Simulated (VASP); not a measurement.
Write the native input for VASP 6.6.1 that does the following.

```yaml
Task: relaxation of cell and atoms
Functional: PBE
Potentials_or_basis: VASP PAW PBE potentials, release 64 (Be, B)
Cutoff: 600 eV
k_mesh: 6 × 6 × 4
Occupations: gaussian, width 0.1 eV
Spin: no spin polarisation
Dipole_correction: no
Further_INCAR_settings: ALGO = Fast; EDIFF = 1e-06; IBRION = 2; EDIFFG = -0.04; NSW = 90; ISIF = 3
```

The structure of Be2B3 lies in POSCAR:

```
Be2B3
1.0
    3.2183997200      0.0000000000      0.0000000000
   -1.6091998600      2.7872159200      0.0000000000
    0.0000000000      0.0000000000      3.9520782400
Be B
2 3
Direct
    0.6666666700      0.3333333300      0.5000000000
    0.3333333300      0.6666666700      0.0000000000
    0.0000000000      0.0000000000      0.7454000100
    0.0000000000      0.0000000000      0.2545999900
    0.6666666700      0.3333333300      0.0000000000
```

The cell was built by a generator and needn't be a form met in nature.

The cell isn't the ideal one: species swapped into the Fe3Ge2 type (P-6m2, No. 187).

These files were run (other wordings do the same):

INCAR

```
ALGO = Fast
EDIFF = 1E-6
EDIFFG = -0.04
ENCUT = 600
GGA = PE
IBRION = 2
ISIF = 3
ISMEAR = 0
LASPH = True
LCHARG = False
LREAL = False
LWAVE = False
NELM = 80
NSW = 90
PREC = Accurate
SIGMA = 0.1
```

KPOINTS

```
k-points
0
Gamma
  6 6 4
```

Potentials or basis: VASP PAW PBE potentials, release 64 (Be, B).

Run with:

```sh
$ cat potpaw_PBE.64/Be/POTCAR potpaw_PBE.64/B/POTCAR > POTCAR
$ mpirun -np 1 vasp_std > vasp.out
```

Results of the run:

* Relaxed volume: 7.08 Å³/atom
* Relaxed cell: a = 3.308 Å, b = 3.308 Å, c = 3.736 Å, α = 90.00°, β = 90.00°, γ = 120.00°
* Space group after relaxing (to 0.05 Å): P-6m2 (No. 187)
* Energy gained by relaxing: 42.8 meV/atom
* Ionic steps: 7
* Pressure after relaxing: 0.0 GPa
* Largest force after relaxing: 0.008 eV/Å
* Band gap on the k mesh: none (metal or under the smearing width)

Caveat: the k mesh is coarse (spacing up to 0.40 Å⁻¹), so the values aren't converged.

Run time: 20 s on 1 thread of Intel(R) Xeon(R) 6975P-C (Granite Rapids), with other jobs on the host, peak memory 0.15 GiB.
